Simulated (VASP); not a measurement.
OSZICAR of a VASP run on Cu (fcc):

File OSZICAR:
```
       N       E                     dE             d eps       ncg     rms          rms(c)
DAV:   1     0.395622813924E+02    0.39562E+02   -0.57183E+03  3034   0.203E+03
DAV:   2    -0.136313313415E+01   -0.40925E+02   -0.38746E+02  2998   0.198E+02
DAV:   3    -0.180785369795E+01   -0.44472E+00   -0.44364E+00  3509   0.296E+01
DAV:   4    -0.181115340517E+01   -0.32997E-02   -0.32993E-02  3591   0.230E+00
DAV:   5    -0.181119223093E+01   -0.38826E-04   -0.38826E-04  3610   0.199E-01    0.760E+00
DAV:   6    -0.130519108949E+01    0.50600E+00   -0.16941E+01  3125   0.959E+01    0.396E+00
DAV:   7    -0.933032769798E+00    0.37216E+00   -0.26834E+00  3166   0.380E+01    0.566E-01
DAV:   8    -0.922228032931E+00    0.10805E-01   -0.50999E-03  3258   0.120E+00    0.281E-01
DAV:   9    -0.920821911058E+00    0.14061E-02   -0.95204E-03  3272   0.209E+00    0.263E-02
DAV:  10    -0.920828622157E+00   -0.67111E-05   -0.37498E-05  4521   0.112E-01    0.829E-03
DAV:  11    -0.920828473426E+00    0.14873E-06   -0.14567E-06  3250   0.238E-02    0.487E-04
DAV:  12    -0.920828595076E+00   -0.12165E-06   -0.27586E-08  2156   0.250E-03    0.184E-04
DAV:  13    -0.920828633755E+00   -0.38679E-07   -0.59190E-09  1684   0.153E-03
   1 F= -.92082863E+00 E0= -.92088234E+00  d E =0.161110E-03
```

Q: Which electronic solver shows in the log?

A: It is blocked Davidson (ALGO = Normal, or the opening steps of other solvers). The INCAR had ALGO = Normal.

Q: Can the final energy be trusted as converged?

A: The run converged. It stopped with EDIFF = 1E-7, NELM = 100 (optB86b-vdW, plane waves, VASP's PBE PAW potentials (set 64)).

The compound is Cu in the fcc structure. This cell is one point of a volume scan, at 1.03 of the reference volume.
